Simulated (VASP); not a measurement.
A convergence study with VASP on Ta (bcc): a few settings are varied, all else stays as given below, so the limit is that of these other settings. The cell's lengths are 1 % over those of the tabulated start, so it is off equilibrium.

```
Ta
1.0
   -1.66650     1.66650     1.66650
    1.66650    -1.66650     1.66650
    1.66650     1.66650    -1.66650
Ta
1
Cartesian
  0.00000   0.00000   0.00000
```

Calculation: LDA (Ceperley-Alder, Perdew-Zunger), VASP's LDA PAW potentials (set 64) (plane waves; VASP 6.6.1). The last row used: 900 eV cut-off, 13×13×13 Γ-centred mesh, first-order Methfessel-Paxton smearing of 0.10 eV, potentials Ta.

Energies of different potentials or hybrids have different zeros.

```csv
setting,E (eV/atom),pressure (GPa),plane waves
"ENCUT = 300, POTCAR Ta_pv",-12.7709,-12.98,236
"ENCUT = 400, POTCAR Ta_pv",-12.7724,-12.51,358
"ENCUT = 520, POTCAR Ta_pv",-12.7725,-12.47,531
"ENCUT = 700, POTCAR Ta_pv",-12.7725,-12.45,790
"ENCUT = 900, POTCAR Ta_pv",-12.7725,-12.44,1157
"ENCUT = 300, POTCAR Ta",-12.8226,-14.42,236
"ENCUT = 400, POTCAR Ta",-12.8233,-14.21,358
"ENCUT = 520, POTCAR Ta",-12.8235,-14.21,531
"ENCUT = 700, POTCAR Ta",-12.8235,-14.20,790
"ENCUT = 900, POTCAR Ta",-12.8233,-14.20,1157
```

Left out are rungs that failed or repeat a setting and relaxations that didn't move; long series are thinned to 24 rows.

The compound is Ta in the bcc structure. The cell was not relaxed at this level.
